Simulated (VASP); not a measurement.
An input for Ansatz (written as the equivalent of a VASP run, and not itself run):

Ansatz 0.2 input:
```yaml
crystal:
  lattice:
    - [2.7265548, 0.0000000, 0.0000000]
    - [0.0000000, 2.7265548, 0.0000000]
    - [0.0000000, 0.0000000, 3.5488795]
  atoms:
    - { symbol: Cu, position: [0.0000000, 0.0000000, 0.0000000] }
    - { symbol: Au, position: [0.5000000, 0.5000000, 0.5000000] }
kpoints:
  mp_grid: { grid: [13, 13, 10] }
hamiltonian:
  xc: lda
  pseudopotentials: { kind: paw }
scf:
  occupations: { method: methfessel_paxton, width: 0.1 }
  max_iter: 100
relax:
  max_steps: 40
  f_tol: 0.02
  cell: { p_target: 20 }
output: { forces: true, stress: true, eigenvalues: true }
```

### Question
Translate this input to VASP (INCAR, KPOINTS, POSCAR, choice of POTCAR).

### Answer
This is not unique; one that fits is 
**INCAR**
```
SYSTEM=CuAu
PREC=Accurate; ENCUT=500; LREAL=.FALSE.
LASPH=.TRUE.
EDIFF=1E-6; NELM=100; ALGO=Normal
LMAXMIX=6
ISMEAR=1; SIGMA=0.1
IBRION=2; NSW=40; ISIF=3
EDIFFG=-0.02; PSTRESS=200
LWAVE=.FALSE.; LCHARG=.FALSE.
```

KPOINTS:
```
Automatic mesh
0
Gamma
13 13 10
0 0 0
```

POSCAR:
```
CuAu
1
    2.7265548352     0.0000000000     0.0000000000
    0.0000000000     2.7265548352     0.0000000000
    0.0000000000     0.0000000000     3.5488795390
Cu Au
1 1
Direct
  0.0000000000   0.0000000000   0.0000000000
  0.5000000000   0.5000000000   0.5000000000
```

POTCAR, in this order: Cu Au (LDA.64 set). Program: vasp_std.

What does not carry over: each code has its own PAW files, so the cut-off isn't converted (ENCUT is set for VASP's; basis.ecutwfc is left out, and Ansatz then takes the one that its files recommend); Ansatz stops its SCF on the density residual and VASP on the energy change (EDIFF); Ansatz's lda is the Perdew-Wang form, while the LDA potentials of VASP carry Perdew-Zunger's.

The compound is CuAu in the L1_0 structure. This run relaxes it under an external pressure of 20 GPa. Symmetry was kept, so distortions that lower it aren't found.
